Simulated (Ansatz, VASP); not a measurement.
# Cross-check of ZnInGaO4 (amorphous InGaZnO4 at 5.31 g/cm^3) between VASP and Ansatz

Wanted: the spread between two codes on one cell, functional and k mesh. Of the first pair: The cell is taken from a series of runs on this material, whose earlier steps may have relaxed, scaled, displaced or heated it; both programs get it as it stands.

Calculated with Ansatz 0.2.0; plane waves, with VASP 6.6.1 beside it; single point at PBE.

### Step 1. Starting point

The cell holds 84 atoms: 12 In, 12 Ga, 12 Zn and 48 O. Its edges and angles: a = 10.561 Å, b = 10.561 Å, c = 10.561 Å, α = 90.0°, β = 90.0°, γ = 90.0°. 84 atoms (12 In, 12 Ga, 12 Zn, 48 O) packed at random and pushed apart as soft spheres at 5.31 g/cm^3; MD (Langevin at fixed volume unless said) with the MACE-MP-0b2 small potential (Batatia et al., arXiv:2401.00096), steps of 2 fs: 0.7 ps at 2600 K, 2600 to 1560 K in 0.7 ps, 1560 to 300 K in 2 ps; then atoms relaxed.

### Step 2. VASP: single point, PBE, pair 1

A single point gives forces, pressure and levels at one fixed geometry, so differences don't come from the geometry; what else differs is listed under the comparison.

Lines of VASP's logs that name or quote its potential files are left out, and so is its time.

The input, INCAR:

```
SYSTEM = ZnInGaO4
PREC = Accurate
ENCUT = 600
EDIFF = 1E-06
NELM = 120
ISMEAR = -1
SIGMA = 0.025
LREAL = Auto
ALGO = Normal
GGA = PE
NBANDS = 432
LORBIT = 11
LWAVE = .FALSE.
LCHARG = .FALSE.
ISIF = 2
LASPH = .TRUE.
GGA_COMPAT = .FALSE.
EFERMI = MIDGAP
NCORE = 2
```

The input, POSCAR:

```
ZnInGaO4
1.0
   10.5612900000      0.0000000000      0.0000000000
    0.0000000000     10.5612900000      0.0000000000
    0.0000000000      0.0000000000     10.5612900000
In Ga Zn O
12 12 12 48
Direct
    0.0848300000      0.3669800000      0.8512200000
    0.5604200000      0.2552500000      0.0921200000
    0.8570300000      0.3971500000      0.1758800000
    0.0294100000      0.8933900000      0.1736700000
    0.1632100000      0.0001300000      0.8479300000
    0.1108500000      0.5443600000      0.2292800000
    0.5192500000      0.0602900000      0.8562200000
    0.0246500000      0.8408300000      0.5558200000
    0.8293100000      0.6132500000      0.7277600000
    0.1924800000      0.1540300000      0.5642900000
    0.7825300000      0.9105300000      0.9571100000
    0.5010400000      0.1038900000      0.4943900000
    0.2673800000      0.7612400000      0.0451900000
    0.9315700000      0.6354400000      0.9963100000
    0.7652100000      0.2617900000      0.8452700000
    0.2846800000      0.8778400000      0.3557600000
    0.8095300000      0.5986800000      0.4342300000
    0.6840200000      0.8501800000      0.5961400000
    0.0016900000      0.1520400000      0.0124500000
    0.6122300000      0.4211500000      0.5096400000
    0.8892400000      0.3101000000      0.5641400000
    0.5190900000      0.7344900000      0.8493600000
    0.3827200000      0.4947800000      0.0064900000
    0.3645900000      0.3867100000      0.7036000000
    0.1965800000      0.6441800000      0.7826700000
    0.7120200000      0.8755100000      0.2825500000
    0.6009700000      0.4586300000      0.8185100000
    0.0577800000      0.2284200000      0.2922500000
    0.8891100000      0.0529800000      0.7259000000
    0.7378000000      0.1672600000      0.3461600000
    0.5381400000      0.6945800000      0.3691600000
    0.6204500000      0.5914600000      0.1159200000
    0.3589800000      0.8932900000      0.6291500000
    0.5004700000      0.9143100000      0.1263400000
    0.2818600000      0.6477800000      0.5263200000
    0.1417300000      0.4274000000      0.5086400000
    0.9576100000      0.0143800000      0.9024300000
    0.1834700000      0.2713700000      0.4121800000
    0.3952600000      0.7712200000      0.4538700000
    0.2503800000      0.5126100000      0.6501900000
    0.7803700000      0.4483900000      0.8158900000
    0.9167600000      0.5248600000      0.3201900000
    0.9065400000      0.2879700000      0.9542300000
    0.5985000000      0.2625200000      0.4456500000
    0.3480500000      0.9953100000      0.7838700000
    0.1985500000      0.7792300000      0.6436700000
    0.6360700000      0.7177600000      0.7113300000
    0.4915000000      0.4329700000      0.1317200000
    0.1472100000      0.8783200000      0.0024600000
    0.8071500000      0.2098500000      0.6798900000
    0.3198300000      0.0149200000      0.4683100000
    0.2703700000      0.5936000000      0.0980000000
    0.3058200000      0.4074100000      0.8738700000
    0.7851500000      0.4575700000      0.5563400000
    0.7944100000      0.5498300000      0.0694700000
    0.3389100000      0.7305600000      0.8778500000
    0.4781700000      0.0839300000      0.0572900000
    0.6321600000      0.5383200000      0.3794500000
    0.0449100000      0.5615800000      0.8670000000
    0.1956200000      0.5583200000      0.3977500000
    0.0796900000      0.0226100000      0.6574200000
    0.8591500000      0.7437500000      0.8797300000
    0.8996600000      0.2311200000      0.4075000000
    0.3285300000      0.8603100000      0.1873200000
    0.1486100000      0.1908700000      0.9165200000
    0.9311200000      0.6611700000      0.5649900000
    0.5495100000      0.9615200000      0.6290400000
    0.0313400000      0.6952600000      0.1278000000
    0.5760300000      0.8701400000      0.9439500000
    0.3650900000      0.2263700000      0.6339200000
    0.6206200000      0.0237700000      0.3450700000
    0.7156700000      0.7660400000      0.4394900000
    0.0320100000      0.0926900000      0.1721100000
    0.8318900000      0.8963500000      0.1481500000
    0.8459200000      0.9116500000      0.6206400000
    0.5168200000      0.4599500000      0.6528600000
    0.1058000000      0.8673700000      0.3655100000
    0.7355900000      0.2468200000      0.1768300000
    0.5323400000      0.5814600000      0.9379000000
    0.5806500000      0.7555400000      0.1969700000
    0.0512200000      0.3301500000      0.6452900000
    0.0545800000      0.3678100000      0.1563300000
    0.5867800000      0.2801000000      0.8877900000
    0.7180400000      0.0733900000      0.8637900000
```

The input, KPOINTS:

```
Automatic mesh
0
Gamma
1 1 1
0 0 0
```

The projector-augmented-wave data sets are In_d, Ga_d, Zn and O (PBE family, release 64).

Command:

```sh
mpirun -np 8 vasp_gam
```

Numbers of over 12 decimals in the logs are rounded to 6 here.

Output:

```text
[banner, memory and clock lines left out]
running    8 mpi-ranks, on    1 nodes
[...]
LDA part: xc-table for (Slater+PW92), standard interpolation
 POSCAR, INCAR and KPOINTS ok, starting setup
[...]
entering main loop
       N       E                     dE             d eps       ncg     rms          rms(c)
DAV:   1     0.192218940690E+05    0.19222E+05   -0.33324E+05   864   0.327E+03
DAV:   2     0.508016854720E+04   -0.14142E+05   -0.13415E+05   864   0.100E+03
DAV:   3     0.475425764294E+03   -0.46047E+04   -0.43606E+04  1000   0.411E+02
DAV:   4    -0.417413169923E+03   -0.89284E+03   -0.86246E+03   992   0.182E+02
[...]
DAV:  21    -0.437948778766E+03    0.50143E-06   -0.12352E-05   936   0.197E-02    0.120E-02
DAV:  22    -0.437948777456E+03    0.13103E-05   -0.38824E-06   744   0.166E-02    0.525E-03
DAV:  23    -0.437948778191E+03   -0.73484E-06   -0.23011E-06   592   0.923E-03
   1 F= -.43794878E+03 E0= -.43794877E+03  d E =-.138917E-04
```

Parts of OUTCAR (step 2):

```text
  FREE ENERGIE OF THE ION-ELECTRON SYSTEM (eV)
  ---------------------------------------------------
  free  energy   TOTEN  =      -437.9487781910 eV

  energy  without entropy=     -437.9487642993  energy(sigma->0) =     -437.94877125

[... 2 further parts left out ...]
[key lines of the parts left out:]
E-fermi :   2.8276
```

The run ends at a pressure of 1.07 GPa, with forces up to 0.100 eV/Å.

### Step 3. Ansatz: single point, PBE, pair 1

Ansatz runs on its default PAW (the set named soft_2) files.

The same cell, functional, mesh and smearing now go to Ansatz, which takes its cutoff from its data sets.

The input, input.yaml:

```yaml
crystal:
  lattice:
    - [10.56129, 0.0, 0.0]
    - [0.0, 10.56129, 0.0]
    - [0.0, 0.0, 10.56129]
  atoms:
    - { symbol: In, position: [0.08483, 0.36698, 0.85122] }
    - { symbol: In, position: [0.56042, 0.25525, 0.09212] }
    - { symbol: In, position: [0.85703, 0.39715, 0.17588] }
    - { symbol: In, position: [0.02941, 0.89339, 0.17367] }
    - { symbol: In, position: [0.16321, 0.00013, 0.84793] }
    - { symbol: In, position: [0.11085, 0.54436, 0.22928] }
    - { symbol: In, position: [0.51925, 0.06029, 0.85622] }
    - { symbol: In, position: [0.02465, 0.84083, 0.55582] }
    - { symbol: In, position: [0.82931, 0.61325, 0.72776] }
    - { symbol: In, position: [0.19248, 0.15403, 0.56429] }
    - { symbol: In, position: [0.78253, 0.91053, 0.95711] }
    - { symbol: In, position: [0.50104, 0.10389, 0.49439] }
    - { symbol: Ga, position: [0.26738, 0.76124, 0.04519] }
    - { symbol: Ga, position: [0.93157, 0.63544, 0.99631] }
    - { symbol: Ga, position: [0.76521, 0.26179, 0.84527] }
    - { symbol: Ga, position: [0.28468, 0.87784, 0.35576] }
    - { symbol: Ga, position: [0.80953, 0.59868, 0.43423] }
    - { symbol: Ga, position: [0.68402, 0.85018, 0.59614] }
    - { symbol: Ga, position: [0.00169, 0.15204, 0.01245] }
    - { symbol: Ga, position: [0.61223, 0.42115, 0.50964] }
    - { symbol: Ga, position: [0.88924, 0.3101, 0.56414] }
    - { symbol: Ga, position: [0.51909, 0.73449, 0.84936] }
    - { symbol: Ga, position: [0.38272, 0.49478, 0.00649] }
    - { symbol: Ga, position: [0.36459, 0.38671, 0.7036] }
    - { symbol: Zn, position: [0.19658, 0.64418, 0.78267] }
    - { symbol: Zn, position: [0.71202, 0.87551, 0.28255] }
    - { symbol: Zn, position: [0.60097, 0.45863, 0.81851] }
    - { symbol: Zn, position: [0.05778, 0.22842, 0.29225] }
    - { symbol: Zn, position: [0.88911, 0.05298, 0.7259] }
    - { symbol: Zn, position: [0.7378, 0.16726, 0.34616] }
    - { symbol: Zn, position: [0.53814, 0.69458, 0.36916] }
    - { symbol: Zn, position: [0.62045, 0.59146, 0.11592] }
    - { symbol: Zn, position: [0.35898, 0.89329, 0.62915] }
    - { symbol: Zn, position: [0.50047, 0.91431, 0.12634] }
    - { symbol: Zn, position: [0.28186, 0.64778, 0.52632] }
    - { symbol: Zn, position: [0.14173, 0.4274, 0.50864] }
    - { symbol: O, position: [0.95761, 0.01438, 0.90243] }
    - { symbol: O, position: [0.18347, 0.27137, 0.41218] }
    - { symbol: O, position: [0.39526, 0.77122, 0.45387] }
    - { symbol: O, position: [0.25038, 0.51261, 0.65019] }
    - { symbol: O, position: [0.78037, 0.44839, 0.81589] }
    - { symbol: O, position: [0.91676, 0.52486, 0.32019] }
    - { symbol: O, position: [0.90654, 0.28797, 0.95423] }
    - { symbol: O, position: [0.5985, 0.26252, 0.44565] }
    - { symbol: O, position: [0.34805, 0.99531, 0.78387] }
    - { symbol: O, position: [0.19855, 0.77923, 0.64367] }
    - { symbol: O, position: [0.63607, 0.71776, 0.71133] }
    - { symbol: O, position: [0.4915, 0.43297, 0.13172] }
    - { symbol: O, position: [0.14721, 0.87832, 0.00246] }
    - { symbol: O, position: [0.80715, 0.20985, 0.67989] }
    - { symbol: O, position: [0.31983, 0.01492, 0.46831] }
    - { symbol: O, position: [0.27037, 0.5936, 0.098] }
    - { symbol: O, position: [0.30582, 0.40741, 0.87387] }
    - { symbol: O, position: [0.78515, 0.45757, 0.55634] }
    - { symbol: O, position: [0.79441, 0.54983, 0.06947] }
    - { symbol: O, position: [0.33891, 0.73056, 0.87785] }
    - { symbol: O, position: [0.47817, 0.08393, 0.05729] }
    - { symbol: O, position: [0.63216, 0.53832, 0.37945] }
    - { symbol: O, position: [0.04491, 0.56158, 0.867] }
    - { symbol: O, position: [0.19562, 0.55832, 0.39775] }
    - { symbol: O, position: [0.07969, 0.02261, 0.65742] }
    - { symbol: O, position: [0.85915, 0.74375, 0.87973] }
    - { symbol: O, position: [0.89966, 0.23112, 0.4075] }
    - { symbol: O, position: [0.32853, 0.86031, 0.18732] }
    - { symbol: O, position: [0.14861, 0.19087, 0.91652] }
    - { symbol: O, position: [0.93112, 0.66117, 0.56499] }
    - { symbol: O, position: [0.54951, 0.96152, 0.62904] }
    - { symbol: O, position: [0.03134, 0.69526, 0.1278] }
    - { symbol: O, position: [0.57603, 0.87014, 0.94395] }
    - { symbol: O, position: [0.36509, 0.22637, 0.63392] }
    - { symbol: O, position: [0.62062, 0.02377, 0.34507] }
    - { symbol: O, position: [0.71567, 0.76604, 0.43949] }
    - { symbol: O, position: [0.03201, 0.09269, 0.17211] }
    - { symbol: O, position: [0.83189, 0.89635, 0.14815] }
    - { symbol: O, position: [0.84592, 0.91165, 0.62064] }
    - { symbol: O, position: [0.51682, 0.45995, 0.65286] }
    - { symbol: O, position: [0.1058, 0.86737, 0.36551] }
    - { symbol: O, position: [0.73559, 0.24682, 0.17683] }
    - { symbol: O, position: [0.53234, 0.58146, 0.9379] }
    - { symbol: O, position: [0.58065, 0.75554, 0.19697] }
    - { symbol: O, position: [0.05122, 0.33015, 0.64529] }
    - { symbol: O, position: [0.05458, 0.36781, 0.15633] }
    - { symbol: O, position: [0.58678, 0.2801, 0.88779] }
    - { symbol: O, position: [0.71804, 0.07339, 0.86379] }
kpoints:
  mp_grid: { grid: [1, 1, 1] }
hamiltonian:
  xc: pbe
scf:
  occupations: { method: fermi_dirac, width: 0.025 }
output:
  forces: true
  stress: true
  populations: true
  dos:
    method: { smearing: { sigma: 0.08 } }
    de: 0.05
    projected: { site_lists: { Ga: [Ga], In: [In], O: [O], Zn: [Zn] } }
  eigenvalues: true
  write_density: true
  write_potential: true
  volumetric_format: npy
```

Command:

```sh
ansatz run input.yaml --threads 4 --pin off --max-ram 8192MiB --backend cpu --events-out ev --progress --plain --runs-dir out
```

Output:

```text
Engine: ansatz 0.2.0, x86_64-unknown-linux-gnu
Pseudopotentials: kind: paw
Pseudopotential: In, paw, valence charge 13, recommended cutoff 420 eV (normal), In.paw.azcp
Pseudopotential: Ga, paw, valence charge 13, recommended cutoff 420 eV (normal), Ga.paw.azcp
Pseudopotential: Zn, paw, valence charge 12, recommended cutoff 420 eV (normal), Zn.paw.azcp
Pseudopotential: O, paw, valence charge 6, recommended cutoff 420 eV (normal), O.paw.azcp
Functional definition: PBE
  parameter kappa = 0.804
  parameter beta = 0.066725
  exchange = pbe_x(kappa = kappa, mu = beta*pi^2/3)
  correlation = pbe_c(beta = beta)
Crystal: 84 atoms, lattice volume = 1178.015 Å³
Basis set: ecut = 420 eV, 22983 PW (Γ), exchange–correlation on 144×144×144 points (8 copies of the dense FFT grid, shifted against one another)
Bands: 456, of which v1, the nominal top of the filled ones, is band 372 counted from 1 (371 counted from 0)
Symmetry: 1 space group operations
Space group: P1 (ITA 1), of the structure as read, at distance tolerance 1.1e-4 Å
k-points: 1
Non-local potential: In, projectors of the file, l = 0: 2, l = 1: 2, l = 2: 2, l = 3: 2
Non-local potential: Ga, projectors of the file, l = 0: 2, l = 1: 2, l = 2: 3, l = 3: 1
Non-local potential: Zn, projectors of the file, l = 0: 2, l = 1: 2, l = 2: 3, l = 3: 1
Non-local potential: O, projectors of the file, l = 0: 2, l = 1: 2, l = 2: 1
PAW form: soft (Blöchl's): semilocal exchange-correlation on the pseudo side does not see the compensation charge
PAW one-centre angular grid: In, 590 points (default); XC on 64 Gauss nodes
PAW one-centre angular grid: Ga, 590 points (default); XC on 64 Gauss nodes
PAW one-centre angular grid: Zn, 590 points (default); XC on 64 Gauss nodes
PAW one-centre angular grid: O, 110 points (default); XC on 64 Gauss nodes
Initial density: superposition of atomic densities (neutral atoms: chi_scale 0, normalization atom), corrected by the library's trained network
Initial wavefunctions: pseudopotential atomic-orbital guess
Functional: x = pbe(κ = 0.804, μ = 0.219515), c = pbe(β = 0.066725)
SCF iter   1: F=—  HF=-179637.271937 eV  |F-HF|=—  |Δ(HF+E_count)|=         —  Δρ=2.58e-3  dr2=8.45e-2  ethr=1.77e-3  ⟨swp⟩=6.0  Hψ=1752  notcnv=0  defer=1
preconditioner: auto → Resta (q_TF=auto, 2.527 Å⁻¹)  ε∞=4.9  [insulator: Δε(μ)=0.684 eV  Ē_g=14.858 eV  σ=0.025 eV  W_gap=1.00  n_scr=340 (ndim 8)  ℏωp=29.5 eV  f_vac=0.124  D(μ)=0.00/eV (n_scr^D=0)  ε∞_Penn≈4.9]
SCF iter   2: F=—  HF=-179637.273063 eV  |F-HF|=—  |Δ(HF+E_count)|=   1.13e-3  Δρ=1.36e-3  dr2=2.01e-2  ethr=1.14e-5  ⟨swp⟩=2.0  Hψ=904  notcnv=0  defer=77
SCF iter   3: F=—  HF=-179637.273486 eV  |F-HF|=—  |Δ(HF+E_count)|=   4.23e-4  Δρ=6.26e-4  dr2=7.62e-3  ethr=2.71e-6  ⟨swp⟩=2.0  Hψ=722  notcnv=0  defer=77
SCF iter   4: F=—  HF=-179637.273244 eV  |F-HF|=—  |Δ(HF+E_count)|=   2.42e-4  Δρ=2.19e-4  dr2=6.87e-4  ethr=1.02e-6  ⟨swp⟩=2.0  Hψ=708  notcnv=0  defer=77
SCF iter   5: F=—  HF=-179637.273388 eV  |F-HF|=—  |Δ(HF+E_count)|=   1.44e-4  Δρ=1.54e-4  dr2=2.85e-4  ethr=9.23e-8  ⟨swp⟩=2.0  Hψ=750  notcnv=0  defer=77
SCF iter   6: F=—  HF=-179637.273392 eV  |F-HF|=—  |Δ(HF+E_count)|=   3.95e-6  Δρ=4.23e-5  dr2=2.59e-5  ethr=3.83e-8  ⟨swp⟩=2.0  Hψ=715  notcnv=0  defer=77
SCF iter   7: F=—  HF=-179637.274769 eV  |F-HF|=—  |Δ(HF+E_count)|=   1.38e-3  Δρ=3.10e-5  dr2=1.21e-5  ethr=3.49e-9  ⟨swp⟩=2.0  Hψ=750  notcnv=0  defer=77
SCF iter   8: F=—  HF=-179637.274771 eV  |F-HF|=—  |Δ(HF+E_count)|=   2.02e-6  Δρ=9.98e-6  dr2=1.62e-6  ethr=1.62e-9  ⟨swp⟩=2.0  Hψ=750  notcnv=0  defer=77
SCF iter   9: F=—  HF=-179637.274772 eV  |F-HF|=—  |Δ(HF+E_count)|=   1.15e-6  Δρ=7.87e-6  dr2=7.31e-7  ethr=2.17e-10  ⟨swp⟩=2.0  Hψ=734  notcnv=0  defer=77
SCF iter  10: F=—  HF=-179637.274772 eV  |F-HF|=—  |Δ(HF+E_count)|=   1.37e-9  Δρ=3.27e-6  dr2=1.37e-7  ethr=9.83e-11  ⟨swp⟩=2.0  Hψ=734  notcnv=0  defer=77
SCF iter  11: F=-179637.274772 eV  HF=-179637.274772 eV  |F-HF|=1.04e-8  |Δ(HF+E_count)|=   3.64e-8  Δρ=1.13e-6  dr2=2.11e-8  ethr=1.34e-11  ⟨swp⟩=13.0  Hψ=3341  notcnv=0
SCF 1 converged in 11 iterations: F = -179637.274772 eV  dr2 = 2.11e-8
  greatest PAW one-centre occupation: 0.997 electrons in one spin orbital (limit 2), on the Ga atom at site 16 (counted from 0), in its partial waves of l = 2
SCF converged after 11 iterations
Free energy (F): -179637.274772 eV
Harris-Foulkes:  -179637.274772 eV  (|F-HF|=1.04e-8)
Internal energy: -179637.274763 eV  (E = F + TS)
E sigma→0 (E₀):  -179637.274768 eV
Entropy (-TS):   -0.000009 eV (-0.000 meV/atom)
Fermi energy:    6.525881 eV
--- Per-component energies (eV) ---
  E_band       = -1538.710534
  E_kinetic    = 14264.986461
  E_local      = -85436.403418  (includes V_loc(G=0)·N_el)
  E_nonlocal   = 19373.595784
  E_hartree    = 36299.303310
  E_xc         = -8532.574768
  E_vxc        = -6950.176855  (∫ρ·V_xc dr)
  E_paw        = -103454.794673  (= ΣΔE_a)
[...]
atom  43  O      0.00304386    -0.00632230     0.00028361
  atom  44  O      0.00166231    -0.01365845     0.00016811
  atom  45  O      0.00226690     0.00674462     0.00563680
  atom  46  O     -0.00416023    -0.00826164     0.00077721
  atom  47  O     -0.00795389     0.00080945     0.00177780
  atom  48  O     -0.00139006    -0.00586659    -0.00767008
  atom  49  O     -0.00488972     0.00589487    -0.01050896
  atom  50  O      0.00972504     0.00893692    -0.01455780
  atom  51  O      0.00141390    -0.00192933     0.00198591
  atom  52  O     -0.00789237    -0.00482405    -0.00144255
  atom  53  O      0.00151118    -0.00447086    -0.00569465
  atom  54  O      0.00034953    -0.00659190     0.00691735
  atom  55  O     -0.00009076     0.00752323    -0.00738816
  atom  56  O      0.00633701     0.00098041     0.00290233
  atom  57  O     -0.00286024    -0.00826728    -0.00080330
  atom  58  O      0.00024684    -0.00803406     0.00049060
  atom  59  O      0.00031894    -0.00844787    -0.00055551
  atom  60  O     -0.01698423    -0.00543566     0.01169776
  atom  61  O     -0.00178127     0.00170743     0.00000270
  atom  62  O      0.00123123     0.00381627     0.00188939
  atom  63  O     -0.00917805    -0.01624259     0.00352622
  atom  64  O      0.00865768     0.00466884     0.00540149
  atom  65  O     -0.00530107    -0.00160830    -0.00216276
  atom  66  O     -0.00031013     0.00561152    -0.00357856
[...]
atom  77  O     -0.00570750     0.00909825     0.00798888
  atom  78  O     -0.00648121    -0.00883870    -0.00106963
  atom  79  O      0.00027270    -0.00613040     0.01066817
  atom  80  O      0.00754381     0.00010667     0.00042973
  atom  81  O     -0.01171384     0.00128721    -0.00699381
  atom  82  O      0.00260413    -0.00638311    -0.00337216
  atom  83  O      0.00058270     0.00549260    -0.00005061
  atom  84  O     -0.00638732     0.00785004     0.00961402
  max |Σ_I F_I| component: 2.94e-5 eV/Å
--- Stress (GPa, compression-positive) ---
        0.148857      -0.459480       1.576574
       -0.459480       2.195642      -1.808931
        1.576574      -1.808931      -0.260165
  P = ⅓ Tr σ = 0.6948 GPa (6.948 kbar)
--- Band table (eV) ---
  k-point 0: bands = [... 368 lower, 5.8402, 5.9719, 6.0765, 6.2281, 6.8236, 9.0475, 9.1925, 9.2380, ... 80 higher]
--- Löwdin populations: 84 sites ---
  site symbol       q [e]
     0     In     11.8141
     1     In     11.8155
     2     In     11.9011
     3     In     11.7848
     4     In     11.8287
     5     In     11.8232
     6     In     11.8304
     7     In     11.8554
     8     In     11.8455
     9     In     11.9098
    10     In     11.8605
    11     In     11.8403
    12     Ga     12.0471
    13     Ga     12.0099
    14     Ga     12.0866
    15     Ga     12.0596
    16     Ga     12.0464
    17     Ga     12.0541
    18     Ga     12.0440
    19     Ga     11.9865
    20     Ga     12.0670
    21     Ga     12.0725
    22     Ga     12.0413
    23     Ga     12.0834
[...]
76      O      6.7215
    77      O      6.8637
    78      O      6.8607
    79      O      7.1985
    80      O      6.7936
    81      O      6.8456
    82      O      6.8070
    83      O      6.7604
  spilling = 0.004892 (of n_electrons = 744.000000)
```

The column dr2 measures how far the density is from self-consistency, as an energy; F and HF (Harris–Foulkes) agree once it is small.

(Continued in part 2 of 3.)

[Lines on the potential files, build, host, timing and source positions are cut from VASP's logs without a mark.]

[Logs are printed without paths, hosts, clocks, repeated set-up lines and the standing remarks that a program may print on its own settings, such as how far it seeks lower states.]

[Hosts, paths, dates, database ids (printed as entryN), source tags and the programs' standing remarks are cut or masked in the printed files.]
